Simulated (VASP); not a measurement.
Output of a VASP run:

### OSZICAR
```
...
RMM:   3    -0.706191258128E-01   -0.14599E-03   -0.61262E-04  1558   0.679E-02    0.640E-02
RMM:   4    -0.707477597802E-01   -0.12863E-03   -0.53832E-05  1519   0.421E-02    0.600E-03
RMM:   5    -0.707342564404E-01    0.13503E-04   -0.84211E-07  1573   0.102E-02    0.407E-03
RMM:   6    -0.707183637091E-01    0.15893E-04   -0.38796E-07  1557   0.451E-03    0.631E-04
RMM:   7    -0.707188434677E-01   -0.47976E-06   -0.22106E-06  1708   0.137E-03    0.242E-04
RMM:   8    -0.707193766686E-01   -0.53320E-06    0.15247E-06  1673   0.362E-04    0.121E-04
RMM:   9    -0.707198061269E-01   -0.42946E-06    0.69163E-07  1618   0.158E-04    0.311E-05
RMM:  10    -0.707197653440E-01    0.40783E-07    0.12293E-06  1851   0.765E-05    0.134E-05
RMM:  11    -0.707197702602E-01   -0.49162E-08    0.86310E-07  1940   0.508E-05    0.380E-06
RMM:  12    -0.707197716847E-01   -0.14246E-08    0.94348E-07  2001   0.425E-05    0.136E-06
RMM:  13    -0.707197799928E-01   -0.83081E-08    0.91905E-07  1945   0.407E-05    0.814E-07
RMM:  14    -0.707197761083E-01    0.38845E-08    0.97965E-07  1814   0.403E-05    0.253E-07
RMM:  15    -0.707197771045E-01   -0.99615E-09    0.94179E-07  1797   0.403E-05    0.247E-07
RMM:  16    -0.707197758259E-01    0.12785E-08    0.93401E-07  1791   0.403E-05    0.206E-07
RMM:  17    -0.707197763030E-01   -0.47709E-09    0.94658E-07  1805   0.404E-05    0.130E-07
RMM:  18    -0.707197755809E-01    0.72212E-09    0.93058E-07  1799   0.404E-05    0.172E-07
RMM:  19    -0.707197756193E-01   -0.38390E-10    0.94743E-07  1808   0.405E-05    0.928E-08
 Linear response progress:
  Degree of freedom:   4/  4
       N       E                     dE             d eps       ncg     rms          rms(c)
RMM:   1    -0.126923902810E+00   -0.12692E+00    0.54421E-02   683   0.143E+00
RMM:   2    -0.121283559223E+00    0.56403E-02   -0.69819E-03   528   0.326E-01    0.266E-01
RMM:   3    -0.121172006179E+00    0.11155E-03   -0.84375E-04   558   0.116E-01    0.191E-01
RMM:   4    -0.121170451557E+00    0.15546E-05   -0.33947E-04   568   0.611E-02    0.220E-02
RMM:   5    -0.121162225323E+00    0.82262E-05   -0.45728E-05   552   0.343E-02    0.835E-03
RMM:   6    -0.121167441353E+00   -0.52160E-05   -0.22250E-05   576   0.121E-02    0.376E-03
RMM:   7    -0.121168196073E+00   -0.75472E-06   -0.84980E-07   592   0.456E-03    0.154E-03
RMM:   8    -0.121170479209E+00   -0.22831E-05    0.69653E-06   609   0.153E-03    0.448E-04
RMM:   9    -0.121171086150E+00   -0.60694E-06    0.28567E-06   614   0.548E-04    0.269E-04
RMM:  10    -0.121171600847E+00   -0.51470E-06   -0.43956E-07   599   0.321E-04    0.122E-04
RMM:  11    -0.121171870515E+00   -0.26967E-06   -0.14637E-07   626   0.139E-04    0.509E-05
RMM:  12    -0.121171951574E+00   -0.81059E-07    0.36978E-08   630   0.643E-05    0.126E-05
RMM:  13    -0.121171974866E+00   -0.23292E-07    0.18798E-07   650   0.371E-05    0.549E-06
RMM:  14    -0.121171979936E+00   -0.50705E-08    0.20747E-07   676   0.279E-05    0.232E-06
RMM:  15    -0.121171977574E+00    0.23623E-08    0.39947E-07   649   0.249E-05    0.646E-07
RMM:  16    -0.121171980083E+00   -0.25091E-08    0.38359E-07   537   0.239E-05    0.383E-07
RMM:  17    -0.121171978554E+00    0.15284E-08    0.39033E-07   522   0.238E-05    0.412E-07
RMM:  18    -0.121171978827E+00   -0.27243E-09    0.40080E-07   520   0.238E-05    0.417E-07
RMM:  19    -0.121171978446E+00    0.38058E-09    0.40855E-07   518   0.238E-05    0.435E-07
 Linear response finished
```

File OUTCAR:
```
------------------------ aborting loop because EDIFF is reached ----------------------------------------

 HEAD OF MICROSCOPIC STATIC DIELECTRIC TENSOR (INDEPENDENT PARTICLE, excluding Hartree and local field effects)
 ------------------------------------------------------
          16.222938     0.000000     0.000000
          -0.000000    16.222939     0.000000
          -0.000000     0.000000    12.434272
 ------------------------------------------------------

 MACROSCOPIC STATIC DIELECTRIC TENSOR (including local field effects in DFT)
 ------------------------------------------------------
          15.372378     0.000000    -0.000000
           0.000000    15.372379     0.000000
           0.000000    -0.000000     8.905656
 ------------------------------------------------------

 PIEZOELECTRIC TENSOR (including local field effects)  for field in x, y, z        (e  Angst)
          XX          YY          ZZ          XY          YZ          ZX
  --------------------------------------------------------------------------------
  x     0.00000     0.00000     0.00000     0.00000     0.00000     0.00000
  y     0.00000     0.00000     0.00000     0.00000     0.00000     0.00000
  z     0.00000     0.00000     0.00000     0.00000     0.00000     0.00000

 PIEZOELECTRIC TENSOR (including local field effects)  for field in x, y, z        (C/m^2)
          XX          YY          ZZ          XY          YZ          ZX
  --------------------------------------------------------------------------------
  x     0.00000     0.00000     0.00000     0.00000     0.00000     0.00000
  y     0.00000     0.00000     0.00000     0.00000     0.00000     0.00000
  z     0.00000     0.00000     0.00000     0.00000     0.00000     0.00000

 BORN EFFECTIVE CHARGES (including local field effects) (in |e|, cummulative output)
 ---------------------------------------------------------------------------------
 ion    1
    1    -1.24560     0.00000     0.00000
    2     0.00000    -1.24560     0.00000
    3     0.00000     0.00000    -0.41023
 ion    2
    1    -1.24560     0.00000     0.00000
    2     0.00000    -1.24560     0.00000
    3     0.00000    -0.00000    -0.41023
 ion    3
    1     0.62280     0.00000     0.00000
    2     0.00000     0.62280    -0.00000
    3     0.00000    -0.00000     0.20511
 ion    4
    1     0.62280     0.00000     0.00000
    2     0.00000     0.62280     0.00000
    3    -0.00000     0.00000     0.20511
 ion    5
    1     0.62280     0.00000     0.00000
    2     0.00000     0.62280    -0.00000
    3     0.00000    -0.00000     0.20511
 ion    6
    1     0.62280     0.00000     0.00000
    2     0.00000     0.62280     0.00000
    3    -0.00000     0.00000     0.20511

   1 f  =    8.999387 THz    56.544818 2PiTHz  300.187247 cm-1    37.218458 meV
             X         Y         Z           dx          dy          dz
      1.644592  0.949508  3.249072    -0.000000   -0.000000    0.478897
      1.644592 -0.949508  9.747216     0.000000   -0.000000   -0.478897
      1.644592  0.949508 11.423737    -0.000000    0.000000    0.367870
      1.644592 -0.949508  4.925593     0.000000    0.000000   -0.367870
      1.644592 -0.949508  1.572551     0.000000   -0.000000   -0.367870
      1.644592  0.949508  8.070695    -0.000000    0.000000    0.367870

   2 f  =    8.944471 THz    56.199769 2PiTHz  298.355438 cm-1    36.991343 meV
             X         Y         Z           dx          dy          dz
      1.644592  0.949508  3.249072    -0.000000   -0.000000    0.480685
      1.644592 -0.949508  9.747216    -0.000000    0.000000    0.480685
...
```
(Selected blocks of OUTCAR.)

File POSCAR:
```
WSe2
1
    1.6445920000    -2.8485170000     0.0000000000
    1.6445920000     2.8485170000     0.0000000000
    0.0000000000     0.0000000000    12.9962880000
W Se
2 4
Direct
  0.3333330000   0.6666670000   0.2500000000
  0.6666670000   0.3333330000   0.7500000000
  0.3333330000   0.6666670000   0.8790000000
  0.6666670000   0.3333330000   0.3790000000
  0.6666670000   0.3333330000   0.1210000000
  0.3333330000   0.6666670000   0.6210000000
```

Problem. Reconstruct the remaining input files.

Solution. One answer among several that fit: the input of the run itself, LDA (Ceperley-Alder, Perdew-Zunger), plane waves, VASP's LDA PAW potentials (set 64).

### KPOINTS
```
Automatic mesh
0
Gamma
5 5 1
0 0 0
```

INCAR:
```
SYSTEM = WSe2
PREC = Accurate; ENCUT = 300; LREAL = F
LASPH = T
EDIFF = 1E-8; NELM = 100; ALGO = Normal
LMAXMIX = 6
ISMEAR = -1; SIGMA = 0.01
IBRION = 8; NSW = 1; ISIF = 2
LWAVE = F; LCHARG = F
LEPSILON = T
```

POTCAR, in this order: W_sv Se (LDA.64 set). Program: vasp_std.

The dielectric response may not be converged in the k-mesh; for small gaps it tends to come out too large.

The structure is a typed WSe2 crystal. The cell was not relaxed at this level. The k-mesh is coarse (spacing up to 0.48 per Å, 2π included), so the numbers may not be converged in it. The run is one of a series of settings (EDIFF = 1E-8, GGA removed, IBRION = 8, LEPSILON = .TRUE., NSW = 1, POTCAR W_sv Se (LDA.64 set) against the base run), some of them coarse on purpose.
